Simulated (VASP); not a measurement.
Runs of VASP 6.6.1 on Bi. The structure is trigonal, space group R-3m (No. 166). Conventional cell: a = 4.535 Å, b = 4.535 Å, c = 11.814 Å, α = 90.00°, β = 90.00°, γ = 120.00°. Around Bi (site symmetry 3m) lie 6 Bi at 3.06 to 3.52 Å. 

| task | level | cell | cutoff (eV) | gap on the mesh (eV) | pressure (GPa) | relaxed volume (Å³/atom) |
| --- | --- | --- | --- | --- | --- | --- |
| relaxation of cell and atoms | PBE | relaxed | 600 | none | 0.0 | 36.82 |
| relaxation of cell and atoms | PBEsol | relaxed | 480 | none | 0.0 | 34.36 |
| relaxation of cell and atoms | PBEsol | relaxed | 600 | none | 0.0 | (b) |
| single point | PBEsol | as given | 520 | none | (a) | - |
| relaxation of cell and atoms | PBE+D3(BJ) | relaxed | 600 | none | 0.0 | 34.56 |

Alike in all rows: potentials or basis VASP PAW PBE potentials, release 64 (Bi_d); no spin polarisation; k mesh 12 × 12 × 12; smearing gaussian 0.1 eV.

Fill in the values left out.

(a) -0.3; (b) 34.40.

Caveats: spin-orbit coupling is left out, which moves the levels of the heavy elements; the PAW data sets were made with another functional, which shifts forces and pressure a little (some runs); pairwise dispersion overbinds metals, which lowers pressure and volume (some runs).

A k mesh can miss the band edges, and the runs leave out spin-orbit coupling on Bi.

A gap of «none» marks a metal or a gap under the smearing width.

Not every run made on this cell is shown here.
